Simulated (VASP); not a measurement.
Method: PBEsol GGA, VASP's PBE PAW potentials (set 64) (plane waves; VASP).

Input for VASP

INCAR:
```
NELM = 100
ALGO = Normal
LREAL = .FALSE.
SIGMA = 0.05
ISIF = 4
NSW = 30
SYSTEM = SnO
IBRION = 2
ENCUT = 520   ! plane-wave cut-off (eV)
EDIFF = 1E-7
GGA = PS
LASPH = .TRUE.   ! aspherical one-centre terms
PREC = Accurate
ISMEAR = 0
LCHARG = .FALSE.
EDIFFG = -0.01   ! ionic stop
LMAXMIX = 4
LWAVE = .FALSE.
```

**KPOINTS**
```
Regular mesh
0
Gamma
  6 6 5
0 0 0
```

POSCAR:
```
SnO
1
    3.8833383580     0.0000000000     0.0000000000
    0.0000000000     3.8833383580     0.0000000000
    0.0000000000     0.0000000000     4.8215956156
Sn O
2 2
Direct
  0.5000000000   0.0000000000   0.7559990603
  0.0000000000   0.5000000000   0.2440009397
  0.5000000000   0.5000000000   0.0000000000
  0.0000000000   0.0000000000   0.0000000000
```

POTCAR, in this order: Sn_d O (PBE.64 set). Program: vasp_std.

Output

OSZICAR:
```
       N       E                     dE             d eps       ncg     rms          rms(c)
DAV:   1     0.395049305488E+03    0.39505E+03   -0.20449E+04  1464   0.250E+03
DAV:   2     0.274481212725E+02   -0.36760E+03   -0.36068E+03  1568   0.565E+02
DAV:   3    -0.254413167120E+02   -0.52889E+02   -0.52207E+02  1736   0.190E+02
DAV:   4    -0.274184694880E+02   -0.19772E+01   -0.19757E+01  1632   0.420E+01
DAV:   5    -0.274763174117E+02   -0.57848E-01   -0.57844E-01  1912   0.709E+00    0.107E+01
DAV:   6    -0.242587939013E+02    0.32175E+01   -0.23423E+01  2440   0.521E+01    0.489E+00
DAV:   7    -0.241854360320E+02    0.73358E-01   -0.23191E+00  1656   0.964E+00    0.248E+00
DAV:   8    -0.241713232353E+02    0.14113E-01   -0.55519E-01  1992   0.490E+00    0.973E-01
DAV:   9    -0.241494000838E+02    0.21923E-01   -0.14306E-01  2224   0.341E+00    0.248E-01
DAV:  10    -0.241514459584E+02   -0.20459E-02   -0.18001E-02  2120   0.118E+00    0.218E-01
DAV:  11    -0.241503872118E+02    0.10587E-02   -0.59332E-03  2248   0.655E-01    0.242E-02
DAV:  12    -0.241504419048E+02   -0.54693E-04   -0.51701E-04  1504   0.145E-01    0.307E-02
DAV:  13    -0.241504398380E+02    0.20668E-05   -0.18714E-05  2096   0.333E-02    0.118E-02
DAV:  14    -0.241504388617E+02    0.97636E-06   -0.20368E-06  1736   0.103E-02    0.329E-03
DAV:  15    -0.241504388363E+02    0.25306E-07   -0.10779E-07  1256   0.261E-03
   1 F= -.24150439E+02 E0= -.24150340E+02  d E =-.241504E+02
       N       E                     dE             d eps       ncg     rms          rms(c)
DAV:   1    -0.241487075426E+02    0.17313E-02   -0.12265E+01  1704   0.221E+01    0.888E-01
DAV:   2    -0.241862132712E+02   -0.37506E-01   -0.41472E-01  2080   0.550E+00    0.346E-01
DAV:   3    -0.241849629850E+02    0.12503E-02   -0.61482E-03  1792   0.867E-01    0.229E-01
DAV:   4    -0.241841877694E+02    0.77522E-03   -0.15863E-03  2056   0.722E-01    0.446E-02
DAV:   5    -0.241842138168E+02   -0.26047E-04   -0.47197E-04  1744   0.214E-01    0.164E-02
DAV:   6    -0.241842129922E+02    0.82469E-06   -0.35193E-05  1976   0.841E-02    0.817E-03
DAV:   7    -0.241842134931E+02   -0.50095E-06   -0.39903E-06  2184   0.204E-02    0.388E-03
DAV:   8    -0.241842134836E+02    0.95288E-08   -0.59573E-07  1552   0.879E-03
   2 F= -.24184213E+02 E0= -.24184213E+02  d E =-.337746E-01
       N       E                     dE             d eps       ncg     rms          rms(c)
DAV:   1    -0.241826725371E+02    0.15410E-02   -0.16462E+00  1720   0.800E+00    0.312E-01
DAV:   2    -0.241873198588E+02   -0.46473E-02   -0.51942E-02  2120   0.208E+00    0.124E-01
DAV:   3    -0.241871364397E+02    0.18342E-03   -0.62910E-04  1816   0.298E-01    0.795E-02
DAV:   4    -0.241870413491E+02    0.95091E-04   -0.18562E-04  2080   0.254E-01    0.169E-02
DAV:   5    -0.241870441439E+02   -0.27948E-05   -0.61950E-05  1784   0.790E-02    0.682E-03
DAV:   6    -0.241870436444E+02    0.49948E-06   -0.55485E-06  1976   0.355E-02    0.311E-03
DAV:   7    -0.241870437557E+02   -0.11128E-06   -0.71918E-07  1936   0.101E-02    0.155E-03
DAV:   8    -0.241870437350E+02    0.20667E-07   -0.77390E-08   896   0.321E-03
   3 F= -.24187044E+02 E0= -.24187044E+02  d E =-.366049E-01
       N       E                     dE             d eps       ncg     rms          rms(c)
DAV:   1    -0.242147919961E+02   -0.27748E-01   -0.11608E+00  1544   0.910E+00    0.919E-01
DAV:   2    -0.242014507261E+02    0.13341E-01   -0.47971E-02  1888   0.309E+00    0.560E-01
DAV:   3    -0.241936235737E+02    0.78272E-02   -0.86709E-03  2040   0.130E+00    0.121E-01
DAV:   4    -0.241934503145E+02    0.17326E-03   -0.16106E-03  2072   0.376E-01    0.405E-02
DAV:   5    -0.241934447542E+02    0.55604E-05   -0.22640E-04  1792   0.136E-01    0.780E-03
DAV:   6    -0.241934428924E+02    0.18618E-05   -0.17262E-05  1776   0.431E-02    0.409E-03
DAV:   7    -0.241934430488E+02   -0.15641E-06   -0.16447E-06  1976   0.114E-02    0.171E-03
DAV:   8    -0.241934429905E+02    0.58330E-07   -0.25630E-07  1184   0.363E-03
   4 F= -.24193443E+02 E0= -.24193443E+02  d E =-.639926E-02
       N       E                     dE             d eps       ncg     rms          rms(c)
DAV:   1    -0.242492728836E+02   -0.55830E-01   -0.28127E+00  1560   0.142E+01    0.143E+00
DAV:   2    -0.242165473460E+02    0.32726E-01   -0.11257E-01  1880   0.461E+00    0.871E-01
DAV:   3    -0.241975372552E+02    0.19010E-01   -0.22155E-02  2032   0.193E+00    0.179E-01
DAV:   4    -0.241971836434E+02    0.35361E-03   -0.35951E-03  2032   0.567E-01    0.615E-02
DAV:   5    -0.241971666148E+02    0.17029E-04   -0.41618E-04  1792   0.201E-01    0.993E-03
DAV:   6    -0.241971658486E+02    0.76620E-06   -0.28989E-05  1816   0.658E-02    0.613E-03
DAV:   7    -0.241971660567E+02   -0.20808E-06   -0.38018E-06  1968   0.156E-02    0.265E-03
DAV:   8    -0.241971659474E+02    0.10932E-06   -0.60028E-07  1448   0.648E-03    0.765E-04
DAV:   9    -0.241971659613E+02   -0.13976E-07   -0.49471E-08   856   0.276E-03
   5 F= -.24197166E+02 E0= -.24197165E+02  d E =-.101222E-01
```

OUTCAR:
```
------------------------ aborting loop because EDIFF is reached ----------------------------------------
  FORCE on cell =-STRESS in cart. coord.  units (eV):
  Direction    XX          YY          ZZ          XY          YZ          ZX
  --------------------------------------------------------------------------------------
  Total       -0.6751521     -0.6751521     -0.6870938      0.0000000      0.0000000      0.0000000
  in kB      -14.8768488    -14.8768488    -15.1399820      0.0000000      0.0000000      0.0000000
  external PRESSURE =     -14.9645599 kB  Pullay stress =       0.0000000 kB
  volume of cell :       72.71
      direct lattice vectors                 reciprocal lattice vectors
     3.828891140  0.000000000  0.000000000     0.261172220  0.000000000  0.000000000
     0.000000000  3.828891140  0.000000000     0.000000000  0.261172220  0.000000000
     0.000000000 -0.000000000  4.959697747     0.000000000 -0.000000000  0.201625190
 POSITION                                       TOTAL-FORCE (eV/Angst)
 -----------------------------------------------------------------------------------
      1.91445     -0.00000      3.80389        -0.000000      0.000000     -0.005330
      0.00000      1.91445      1.15581         0.000000     -0.000000      0.005330
      1.91445      1.91445      0.00000         0.000000      0.000000      0.000000
      0.00000      0.00000      0.00000         0.000000     -0.000000      0.000000
 -----------------------------------------------------------------------------------
    total drift:                                0.000000      0.000000     -0.000000
  FREE ENERGIE OF THE ION-ELECTRON SYSTEM (eV)
  ---------------------------------------------------
  free  energy   TOTEN  =       -24.1971659613 eV

  energy  without entropy=      -24.1971647994  energy(sigma->0) =      -24.19716538

 reached required accuracy - stopping structural energy minimisation
```
(Selected blocks of OUTCAR.)

File CONTCAR:
```
SnO
   1.00000000000000
     3.8288911404387331    0.0000000000000000    0.0000000000000000
     0.0000000000000000    3.8288911404387331    0.0000000000000000
     0.0000000000000000   -0.0000000000000000    4.9596977468564170
  Sn              O
     2     2
Direct
     0.5000000000000000    0.0000000000000000    0.7669592804623689
     0.0000000000000000    0.5000000000000000    0.2330407195376310
     0.5000000000000000    0.5000000000000000    0.0000000000000000
     0.0000000000000000    0.0000000000000000    0.0000000000000000
```

### OUTCAR
```
 val. band max:        6.5219079001   @ k =   0.0000   0.0000   0.0000

 cond. band min:       6.7656510771   @ k =   0.5000   0.5000   0.0000


 Fermi energy:         6.6404764483

 k-point     1 :       0.0000    0.0000    0.0000
  band No.  band energies     occupation
      1     -15.2640      2.00000
      2     -14.8478      2.00000
      3     -14.8461      2.00000
      4     -14.8461      2.00000
      5     -14.8036      2.00000
      6     -14.7947      2.00000
      7     -14.7530      2.00000
      8     -14.7502      2.00000
      9     -14.7288      2.00000
     10     -14.7288      2.00000
     11     -13.4380      2.00000
     12     -10.8235      2.00000
     13      -1.0892      2.00000
     14       0.0583      2.00000
     15       0.3955      2.00000
     16       0.3955      2.00000
     17       3.1733      2.00000
     18       3.4700      2.00000
     19       3.4700      2.00000
     20       6.5219      1.99920
     21       8.4617      0.00000
     22      10.6013      0.00000
     23      11.3295      0.00000
     24      11.3295      0.00000

 k-point     2 :       0.1667    0.0000    0.0000
  band No.  band energies     occupation
      1     -15.2499      2.00000
      2     -14.8638      2.00000
      3     -14.8409      2.00000
      4     -14.8409      2.00000
      5     -14.8152      2.00000
      6     -14.8068      2.00000
      7     -14.7853      2.00000
      8     -14.7572      2.00000
      9     -14.7334      2.00000
     10     -14.7274      2.00000
     11     -13.2099      2.00000
     12     -10.9612      2.00000
     13      -1.1758      2.00000
     14       0.0650      2.00000
     15       0.5267      2.00000
     16       0.5741      2.00000
     17       2.7945      2.00000
     18       3.2266      2.00000
     19       3.2545      2.00000
     20       6.4593      2.00000
     21       9.2228      0.00000
     22       9.7822      0.00000
     23      11.1866      0.00000
     24      11.4967      0.00000
...
```

Without a dispersion term in the relaxation, distances and binding between the weakly bound layers, chains or molecules are unreliable, and so is what depends on them. Unless said otherwise, spin-orbit coupling is left out, though it shifts the bands of the heavy elements here.

The compound is SnO in the litharge structure. This cell is one point of a volume scan, at 1.06 of the reference volume. Symmetry was kept, so distortions that lower it aren't found.
